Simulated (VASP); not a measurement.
Ga11CoAs12 (a cell with a defect): relaxation of the atoms with PBEsol+U

The system is Ga11CoAs12 (a cell with a defect).

```
Co Ga As
1.0
     0.00000    8.48055    8.48055
     5.65370    0.00000    5.65370
     5.65370    5.65370    0.00000
Co Ga As
1 11 12
Cartesian
  -0.0462 -0.0052 0.0141
  2.8240 2.7736 0.0489
  2.8369 -0.0424 2.7999
  5.7064 2.8226 2.8499
  -0.0283 2.8110 2.8449
  2.8128 5.6903 2.8106
  2.8926 2.8476 5.6843
  5.5958 5.6928 5.6364
  -0.0228 5.6346 5.7000
  2.8145 8.4944 5.5883
  2.8373 5.6516 8.5081
  5.6416 8.4627 8.4926
  1.4234 1.4311 1.4258
  4.2290 4.2430 1.4369
  4.2533 1.3887 4.2509
  7.0562 4.1842 4.2377
  1.4234 4.3051 4.2471
  4.2458 7.1137 4.2824
  4.2153 4.2512 7.1117
  7.0355 7.0754 7.1008
  1.4438 7.1099 7.0961
  4.2077 9.8499 7.1137
  4.2247 7.0462 9.9072
  7.0934 9.9125 9.9573
```

The cell isn't the ideal one: atoms moved at random, drawn with an rms of 0.05 Å.

- Program: VASP 6.6.1
- Task: relaxation of the atoms
- Functional: PBEsol
- Potentials or basis: VASP PAW PBE potentials, release 64 (Co, Ga_d, As)
- Cutoff: 350 eV
- k mesh: 2 × 2 × 2
- Occupations: gaussian, width 0.03 eV
- Spin: collinear spin, ferromagnetic start
- Starting moments: [1.0, 0.0, 0.0, 0.0, 0.0, 0.0, 0.0, 0.0, 0.0, 0.0, 0.0, 0.0, 0.0, 0.0, 0.0, 0.0, 0.0, 0.0, 0.0, 0.0, 0.0, 0.0, 0.0, 0.0] μB
- Fixed moment: 1 μB
- Hubbard terms: Co d U = 4 eV
- Dq: -1
- Further INCAR settings: LREAL = Auto; ALGO = Normal; EDIFF = 1e-05; ISYM = 0; IBRION = 2; EDIFFG = -0.03; NSW = 60; NELECT = 213.0

```yaml
Energy_gained_by_relaxing: 23.2 meV/atom
Ionic_steps: 18
Largest_force_after_relaxing: 0.027 eV/Å
Net_moment: 1.00 μB per cell
Site_moments: Co +1.58; Ga -0.01, -0.02, +0.00, -0.00; As -0.05, -0.09, -0.08, -0.01, -0.03 μB
Valence_electrons_inside_the_program's_atomic_spheres: Co 8.24; Ga 11.68, 11.69; As 2.83, 2.84, 2.85
```

Forces on the atoms (eV/Å):
```
Co  -0.012 -0.008 -0.003
Ga   0.002  0.003  0.005
Ga   0.007  0.020 -0.001
Ga  -0.016 -0.009  0.005
Ga  -0.026 -0.001 -0.003
Ga   0.019  0.009 -0.002
Ga   0.008 -0.013  0.004
Ga   0.008 -0.006  0.004
Ga  -0.015  0.021 -0.001
Ga   0.012 -0.007  0.005
Ga   0.001  0.002  0.000
Ga   0.012  0.002 -0.003
As  -0.006  0.000 -0.018
As  -0.027  0.002  0.000
As   0.000  0.014 -0.003
As   0.008  0.008  0.006
As   0.002 -0.009  0.008
As  -0.014 -0.008  0.008
As  -0.007 -0.002 -0.001
As   0.017 -0.002  0.010
As   0.011  0.002 -0.005
As  -0.001 -0.011 -0.008
As   0.007  0.000 -0.008
As   0.011 -0.009 -0.001
```

Step by step:
| step | energy change (eV) | largest force (eV/Å) | pressure (GPa) |
| --- | --- | --- | --- |
| 1 | 0.0000 | 1.1812 | 2.67 |
| 2 | -0.4097 | 0.6263 | 2.41 |
| 3 | -0.4734 | 0.5169 | 2.37 |
| 4 | -0.5274 | 0.2818 | 2.34 |
| 5 | -0.5410 | 0.1645 | 2.31 |
| 6 | -0.5413 | 0.1660 | 2.29 |
| 7 | -0.5484 | 0.1123 | 2.30 |
| 8 | -0.5495 | 0.0888 | 2.30 |
| 9 | -0.5484 | 0.1205 | 2.30 |
| 10 | -0.5498 | 0.0937 | 2.30 |
| 11 | -0.5527 | 0.0410 | 2.28 |
| 12 | -0.5535 | 0.0632 | 2.25 |
| 13 | -0.5551 | 0.0322 | 2.30 |
| 14 | -0.5557 | 0.0342 | 2.27 |
| 15 | -0.5558 | 0.0599 | 2.29 |
| 16 | -0.5559 | 0.0513 | 2.31 |
| 17 | -0.5570 | 0.0302 | 2.27 |
| 18 | -0.5572 | 0.0268 | 2.28 |

Final structure:
```
Co Ga As
1.0
     0.00000    8.48055    8.48055
     5.65370    0.00000    5.65370
     5.65370    5.65370    0.00000
Co Ga As
1 11 12
Direct
  0.00669 0.99371 0.98941
  0.00362 0.00679 0.49131
  0.00337 0.49605 0.00214
  0.00178 0.50101 0.49734
  0.32767 0.00586 0.00425
  0.33157 0.00299 0.49946
  0.33113 0.50067 0.00291
  0.33342 0.50041 0.49979
  0.67000 0.00578 0.00071
  0.66802 0.00451 0.49148
  0.66757 0.49458 0.00245
  0.66912 0.50099 0.49661
  0.07900 0.12113 0.11624
  0.08234 0.12551 0.63122
  0.08193 0.63509 0.12183
  0.08298 0.62881 0.62447
  0.41956 0.12470 0.12345
  0.41697 0.12466 0.62692
  0.41661 0.62839 0.12401
  0.41781 0.62538 0.62499
  0.76501 0.12073 0.11736
  0.75207 0.12501 0.62314
  0.75177 0.62799 0.12067
  0.75090 0.62678 0.62445
```

Eigenvalues of the final occupation matrices:
```tsv
site	spin	trace	eigenvalues
site 1 d	1	4.49	0.81 0.91 0.92 0.92 0.93
site 1 d	2	2.93	0.13 0.14 0.87 0.90 0.90
```

Run time: 94 min on 4 MPI ranks on Intel(R) Xeon(R) Platinum 8488C (Sapphire Rapids), with other jobs on the host, peak memory 0.54 GiB a rank.

Caveat: the k mesh is coarse (spacing up to 0.48 Å⁻¹), so the values aren't converged; the cell is charged against a uniform background, so pressure and absolute levels hang on convention; the cutoff is under 1.25 times the usual one of these potentials, so pressure, stress and relaxed cells hold a basis-set (Pulay) error; the PAW data sets were made with another functional, which shifts forces and pressure a little; the total moment is fixed, so each spin has its own Fermi level; the U is typed as a test and isn't derived for this compound. The state reached can hang on the start; a lower one may exist.
